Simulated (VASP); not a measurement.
An input for Quantum ESPRESSO's pw.x (written as the equivalent of a VASP run, and not itself run):

```
&CONTROL
  calculation = 'vc-relax'
  pseudo_dir = './pseudo'
  outdir = './out'
  tprnfor = .true.
  tstress = .true.
  nstep = 60
  forc_conv_thr = 0.00039
/
&SYSTEM
  ibrav = 0
  nat = 2
  ntyp = 2
  ecutwfc = 82
  occupations = 'smearing'
  smearing = 'methfessel-paxton'
  degauss = 0.00735
  input_dft = 'pz'
/
&ELECTRONS
  conv_thr = 7.3e-08
  electron_maxstep = 100
/
&IONS
/
&CELL
/
ATOMIC_SPECIES
  Hf 178.490 Hf.upf
  C 12.011 C.upf
CELL_PARAMETERS angstrom
     0.0000000    2.3200000    2.3200000
     2.3200000    0.0000000    2.3200000
     2.3200000    2.3200000    0.0000000
ATOMIC_POSITIONS crystal
  Hf   0.0000000  0.0000000  0.0000000
  C    0.5000000  0.5000000  0.5000000
K_POINTS automatic
  12 12 12 0 0 0
```

Problem. Write the VASP files for the same calculation (LDA).

Solution. This is not unique; one that fits is 
File POSCAR:
```
HfC
1
    0.0000000000     2.3200000000     2.3200000000
    2.3200000000     0.0000000000     2.3200000000
    2.3200000000     2.3200000000     0.0000000000
Hf C
1 1
Direct
  0.0000000000   0.0000000000   0.0000000000
  0.5000000000   0.5000000000   0.5000000000
```

INCAR:
```
SYSTEM  =  HfC
PREC  =  Accurate; ENCUT  =  520; LREAL  =  .FALSE.
LASPH  =  .TRUE.
EDIFF  =  1E-6; NELM  =  100; ALGO  =  Normal
LMAXMIX  =  6
ISMEAR  =  1; SIGMA  =  0.1
IBRION  =  2; NSW  =  60; ISIF  =  3
EDIFFG  =  -0.01
LWAVE  =  .FALSE.; LCHARG  =  .FALSE.
```

**KPOINTS**
```
Automatic mesh
0
Gamma
12 12 12
0 0 0
```

POTCAR, in this order: Hf_pv C (LDA.64 set). Program: vasp_std.

The two are equivalent in intent, not identical: the potentials are each code's own (VASP's PAW set, PseudoDojo norm-conserving files in pw.x), so ENCUT and ecutwfc are chosen apart and not converted; conv_thr bounds pw.x's estimated SCF error, while EDIFF bounds the energy change between steps; forc_conv_thr acts on force components and is met together with etot_conv_thr.

The compound is HfC in the rock salt structure. This run relaxes it. Symmetry was kept, so distortions that lower it aren't found.
